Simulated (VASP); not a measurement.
Level of theory: LDA (Ceperley-Alder, Perdew-Zunger), VASP's LDA PAW potentials (set 64) (plane waves; VASP 6.6.1).

Input for VASP

POSCAR:
```
La
1
    1.5688016082    -2.7172448933     0.0000000000
    1.5688016082     2.7172448933     0.0000000000
    0.0000000000     0.0000000000    10.3363359358
La
4
Direct
  0.0000000000   0.0000000000   0.5000000000
  0.0000000000   0.0000000000   0.0000000000
  0.3333330000   0.6666670000   0.2500000000
  0.6666670000   0.3333330000   0.7500000000
```

**INCAR**
```
ALGO  =  Normal   # blocked Davidson
NELM  =  100
EDIFFG  =  -0.02   # ionic stop
SYSTEM  =  La
ENCUT  =  500   # plane-wave cut-off (eV)
PSTRESS  =  300   # kbar
PREC  =  Accurate
LASPH  =  T
LREAL  =  F   # projection in real space or not
LWAVE  =  F
LCHARG  =  F
LMAXMIX  =  6   # l cut-off of mixed one-centre charges
ISIF  =  3   # ions, shape and volume
ISMEAR  =  1   # Methfessel-Paxton
EDIFF  =  1E-6
IBRION  =  2   # conjugate gradients
NSW  =  40   # most ionic steps
SIGMA  =  0.1   # width (eV)
```

### KPOINTS
```
K-points
0
G
  11 11 3
```

POTCAR, in this order: La (LDA.64 set). Program: vasp_std.

The resulting files:

### OUTCAR
```
 ion  position               nearest neighbor table
   1  0.000  0.000  0.500-   3 3.16   4 3.16   4 3.16   3 3.16   4 3.16   3 3.16
   2  0.000  0.000  0.000-   3 3.16   4 3.16   4 3.16   3 3.16   4 3.16   3 3.16
   3  0.333  0.667  0.250-   1 3.16   2 3.16   1 3.16   2 3.16   1 3.16   2 3.16
   4  0.667  0.333  0.750-   1 3.16   2 3.16   1 3.16   2 3.16   1 3.16   2 3.16
  LATTYP: Found a hexagonal cell.
 ALAT       =     3.1376039100
 C/A-ratio  =     3.2943405963
 Subroutine PRICEL returns:
 Original cell was already a primitive cell.
 Subroutine GETGRP returns: Found 24 space group operations
The static configuration has the point symmetry D_3d.
 The point group associated with its full space group is D_6h.
The dynamic configuration has the point symmetry D_3d.
 Subroutine INISYM returns: Found 24 space group operations
 Subroutine IBZKPT returns following result:
 Found     32 irreducible k-points:

 Following reciprocal coordinates:
            Coordinates               Weight
  0.000000  0.000000  0.000000      1.000000
  0.090909 -0.000000  0.000000      6.000000
  0.181818 -0.000000  0.000000      6.000000
  0.272727  0.000000  0.000000      6.000000
  0.363636 -0.000000  0.000000      6.000000
...
```

OSZICAR:
```
...
DAV:   7    -0.203294735662E+02    0.14931E+00   -0.90557E-01  3144   0.647E+00    0.886E-01
DAV:   8    -0.203540073291E+02   -0.24534E-01   -0.28130E-01  3296   0.285E+00    0.395E-01
DAV:   9    -0.203606692129E+02   -0.66619E-02   -0.66114E-02  3064   0.128E+00    0.318E-01
DAV:  10    -0.203616710868E+02   -0.10019E-02   -0.14031E-02  3104   0.534E-01    0.952E-02
DAV:  11    -0.203617786783E+02   -0.10759E-03   -0.32281E-03  3224   0.243E-01    0.352E-02
DAV:  12    -0.203618461998E+02   -0.67522E-04   -0.82772E-04  2680   0.818E-02    0.461E-03
DAV:  13    -0.203618702418E+02   -0.24042E-04   -0.22263E-04  1832   0.407E-02    0.751E-03
DAV:  14    -0.203618769624E+02   -0.67206E-05   -0.69057E-05  1720   0.293E-02    0.315E-03
DAV:  15    -0.203618791391E+02   -0.21767E-05   -0.22306E-05  1648   0.211E-02    0.114E-03
DAV:  16    -0.203618799344E+02   -0.79535E-06   -0.79758E-06  1568   0.127E-02
   1 F= -.38611145E+01 E0= -.38607682E+01  d E =-.386111E+01
       N       E                     dE             d eps       ncg     rms          rms(c)
DAV:   1    -0.264065060660E+02   -0.60446E+01   -0.36269E+02  1828   0.197E+02    0.197E+01
DAV:   2    -0.194865262568E+02    0.69200E+01   -0.29889E+01  2952   0.624E+01    0.890E+00
DAV:   3    -0.168440747621E+02    0.26425E+01   -0.14104E+01  2388   0.415E+01    0.333E+00
DAV:   4    -0.169026072858E+02   -0.58533E-01   -0.21877E+00  2858   0.184E+01    0.110E+00
DAV:   5    -0.168898009209E+02    0.12806E-01   -0.52146E-01  3016   0.694E+00    0.873E-01
DAV:   6    -0.169021657816E+02   -0.12365E-01   -0.92761E-02  3278   0.235E+00    0.814E-01
DAV:   7    -0.169062966506E+02   -0.41309E-02   -0.10337E-02  3136   0.880E-01    0.730E-01
DAV:   8    -0.169007257197E+02    0.55709E-02   -0.42065E-02  2314   0.239E+00    0.293E-01
DAV:   9    -0.169010804793E+02   -0.35476E-03   -0.21021E-03  3192   0.499E-01    0.211E-01
DAV:  10    -0.169011264372E+02   -0.45958E-04   -0.18385E-04  3128   0.119E-01    0.250E-01
DAV:  11    -0.169012478279E+02   -0.12139E-03   -0.40648E-04  2490   0.245E-01    0.214E-02
DAV:  12    -0.169012534622E+02   -0.56343E-05   -0.27329E-05  2976   0.551E-02    0.243E-02
DAV:  13    -0.169012498490E+02    0.36132E-05   -0.59247E-06  1944   0.328E-02    0.456E-03
DAV:  14    -0.169012501939E+02   -0.34491E-06   -0.83228E-07  1336   0.185E-02
   2 F= -.34769225E+01 E0= -.34773679E+01  d E =0.384192E+00
       N       E                     dE             d eps       ncg     rms          rms(c)
DAV:   1    -0.232384353240E+02   -0.63372E+01   -0.12439E+02  1956   0.106E+02    0.136E+01
DAV:   2    -0.195427758670E+02    0.36957E+01   -0.25579E+01  2960   0.710E+01    0.279E+00
DAV:   3    -0.193620103377E+02    0.18077E+00   -0.21979E+00  2872   0.152E+01    0.992E-01
DAV:   4    -0.193156024055E+02    0.46408E-01   -0.22130E-01  2976   0.401E+00    0.586E-01
DAV:   5    -0.192943266463E+02    0.21276E-01   -0.48472E-02  3120   0.167E+00    0.344E-01
DAV:   6    -0.192921817274E+02    0.21449E-02   -0.31445E-02  3152   0.132E+00    0.162E-01
DAV:   7    -0.192919755920E+02    0.20614E-03   -0.27355E-03  3120   0.460E-01    0.336E-02
DAV:   8    -0.192917541490E+02    0.22144E-03   -0.30867E-04  3046   0.182E-01    0.160E-02
DAV:   9    -0.192917379425E+02    0.16206E-04   -0.62293E-05  2840   0.585E-02    0.893E-03
DAV:  10    -0.192917404338E+02   -0.24914E-05   -0.95822E-06  1744   0.215E-02    0.320E-03
DAV:  11    -0.192917406137E+02   -0.17985E-06   -0.27366E-06  1552   0.208E-02
   3 F= -.40957549E+01 E0= -.40966586E+01  d E =-.234640E+00
       N       E                     dE             d eps       ncg     rms          rms(c)
DAV:   1    -0.192670076511E+02    0.24733E-01   -0.22894E-02  1956   0.148E+00    0.159E-01
DAV:   2    -0.192664632447E+02    0.54441E-03   -0.25437E-03  2868   0.620E-01    0.592E-02
DAV:   3    -0.192663395317E+02    0.12371E-03   -0.65888E-04  2620   0.272E-01    0.141E-02
DAV:   4    -0.192663387715E+02    0.76017E-06   -0.59330E-05  2798   0.856E-02    0.532E-03
DAV:   5    -0.192663389711E+02   -0.19957E-06   -0.11927E-05  2672   0.299E-02    0.585E-03
DAV:   6    -0.192663392291E+02   -0.25799E-06   -0.19840E-06  1532   0.160E-02
   4 F= -.40957218E+01 E0= -.40965855E+01  d E =-.234607E+00
       N       E                     dE             d eps       ncg     rms          rms(c)
DAV:   1    -0.192662899684E+02    0.49003E-04   -0.31395E-01  2726   0.108E+01    0.302E-01
DAV:   2    -0.192633075173E+02    0.29825E-02   -0.13145E-02  2998   0.123E+00    0.156E-01
DAV:   3    -0.192622020696E+02    0.11054E-02   -0.56892E-03  3168   0.777E-01    0.399E-02
DAV:   4    -0.192622041999E+02   -0.21303E-05   -0.34719E-04  2998   0.189E-01    0.223E-02
DAV:   5    -0.192622056074E+02   -0.14075E-05   -0.33024E-05  2608   0.557E-02    0.126E-02
DAV:   6    -0.192622044153E+02    0.11921E-05   -0.94628E-06  1896   0.333E-02    0.228E-03
DAV:   7    -0.192622044482E+02   -0.32878E-07   -0.17934E-06  1438   0.189E-02
   5 F= -.40961127E+01 E0= -.40969705E+01  d E =-.390968E-03
       N       E                     dE             d eps       ncg     rms          rms(c)
DAV:   1    -0.192640011176E+02   -0.17967E-02   -0.27363E-02  2728   0.320E+00    0.886E-02
DAV:   2    -0.192637468367E+02    0.25428E-03   -0.11402E-03  3006   0.363E-01    0.456E-02
DAV:   3    -0.192636520938E+02    0.94743E-04   -0.48523E-04  3184   0.228E-01    0.117E-02
DAV:   4    -0.192636520762E+02    0.17522E-07   -0.28651E-05  2446   0.549E-02    0.676E-03
DAV:   5    -0.192636520825E+02   -0.62064E-08   -0.26202E-06  1570   0.207E-02
   6 F= -.40961977E+01 E0= -.40970768E+01  d E =-.475873E-03
       N       E                     dE             d eps       ncg     rms          rms(c)
DAV:   1    -0.192635182297E+02    0.13385E-03   -0.25711E-04  2782   0.316E-01    0.878E-03
DAV:   2    -0.192635155031E+02    0.27266E-05   -0.91190E-06  2196   0.358E-02    0.475E-03
DAV:   3    -0.192635146682E+02    0.83488E-06   -0.77154E-06  1980   0.230E-02
   7 F= -.40961969E+01 E0= -.40970737E+01  d E =-.475086E-03
       N       E                     dE             d eps       ncg     rms          rms(c)
DAV:   1    -0.192635837635E+02   -0.68260E-04   -0.72622E-05  2966   0.158E-01    0.523E-03
DAV:   2    -0.192635826832E+02    0.10803E-05   -0.17194E-06  1300   0.197E-02    0.283E-03
DAV:   3    -0.192635823725E+02    0.31076E-06   -0.23745E-06  1196   0.168E-02
   8 F= -.40961974E+01 E0= -.40970756E+01  d E =-.475640E-03
       N       E                     dE             d eps       ncg     rms          rms(c)
DAV:   1    -0.193071734242E+02   -0.43591E-01   -0.62324E-02  1914   0.244E+00    0.263E-01
DAV:   2    -0.193056876509E+02    0.14858E-02   -0.70833E-03  2860   0.103E+00    0.974E-02
DAV:   3    -0.193053512020E+02    0.33645E-03   -0.17891E-03  2606   0.445E-01    0.228E-02
DAV:   4    -0.193053482693E+02    0.29327E-05   -0.15925E-04  2978   0.142E-01    0.858E-03
DAV:   5    -0.193053482703E+02   -0.10077E-08   -0.30331E-05  3008   0.443E-02    0.894E-03
DAV:   6    -0.193053493120E+02   -0.10416E-05   -0.83712E-06  2296   0.237E-02    0.634E-03
DAV:   7    -0.193053492662E+02    0.45761E-07   -0.36312E-06  1628   0.252E-02
   9 F= -.40961848E+01 E0= -.40971393E+01  d E =0.126521E-04
       N       E                     dE             d eps       ncg     rms          rms(c)
DAV:   1    -0.192847470205E+02    0.20602E-01   -0.15855E-02  1916   0.123E+00    0.133E-01
DAV:   2    -0.192843663748E+02    0.38065E-03   -0.17993E-03  2848   0.518E-01    0.499E-02
DAV:   3    -0.192842783510E+02    0.88024E-04   -0.46916E-04  2598   0.230E-01    0.117E-02
DAV:   4    -0.192842776351E+02    0.71585E-06   -0.40993E-05  2562   0.725E-02    0.405E-03
DAV:   5    -0.192842775566E+02    0.78549E-07   -0.64512E-06  2160   0.244E-02
  10 F= -.40962589E+01 E0= -.40971757E+01  d E =-.614966E-04
```

File OUTCAR:
```
------------------------ aborting loop because EDIFF is reached ----------------------------------------
  FORCE on cell =-STRESS in cart. coord.  units (eV):
  Direction    XX          YY          ZZ          XY          YZ          ZX
  --------------------------------------------------------------------------------------
  Total       15.1857487     15.1857629     15.1838919      0.0000000      0.0000000     -0.0000000
  in kB      299.9551637    299.9554441    299.9184870      0.0000000      0.0000000     -0.0000000
  external PRESSURE =      -0.0569684 kB  Pullay stress =     300.0000000 kB
  volume of cell :       81.11
      direct lattice vectors                 reciprocal lattice vectors
     1.524322228 -2.640204780  0.000000000     0.328014635 -0.189379250 -0.000000000
     1.524322228  2.640204780  0.000000000     0.328014635  0.189379250 -0.000000000
     0.000000000 -0.000000000 10.077343394    -0.000000000  0.000000000  0.099232502
 POSITION                                       TOTAL-FORCE (eV/Angst)
 -----------------------------------------------------------------------------------
      0.00000     -0.00000      5.03867         0.000000      0.000000     -0.000000
      0.00000      0.00000      0.00000         0.000000     -0.000000     -0.000000
      1.52432      0.88007      2.51934        -0.000000      0.000000     -0.000000
      1.52432     -0.88007      7.55801         0.000000      0.000000      0.000000
 -----------------------------------------------------------------------------------
    total drift:                               -0.000000     -0.000000      0.000000
  FREE ENERGIE OF THE ION-ELECTRON SYSTEM (eV)
  ---------------------------------------------------
  free  energy   TOTEN  =       -19.2842775566 eV

  energy  without entropy=      -19.2870280181  energy(sigma->0) =      -19.28519438
  enthalpy is  TOTEN    =        -4.0962589173 eV   P V=       15.1880186393

 reached required accuracy - stopping structural energy minimisation
```
(Selected blocks of OUTCAR.)

**CONTCAR**
```
La
   1.00000000000000
     1.5243222280716902   -2.6402047802591868    0.0000000000000000
     1.5243222280716902    2.6402047802591868    0.0000000000000000
     0.0000000000000000   -0.0000000000000000   10.0773433936423285
  La
     4
Direct
     0.0000000000000000    0.0000000000000000    0.5000000000000000
     0.0000000000000000    0.0000000000000000    0.0000000000000000
     0.3333330000000032    0.6666669999999968    0.2500000000000000
     0.6666669999999968    0.3333330000000032    0.7500000000000000
```

Energy and stress use the plane-wave basis of the starting cell.

The compound is La in the dhcp structure. This run relaxes it under an external pressure of 30 GPa. Symmetry was kept, so distortions that lower it aren't found.
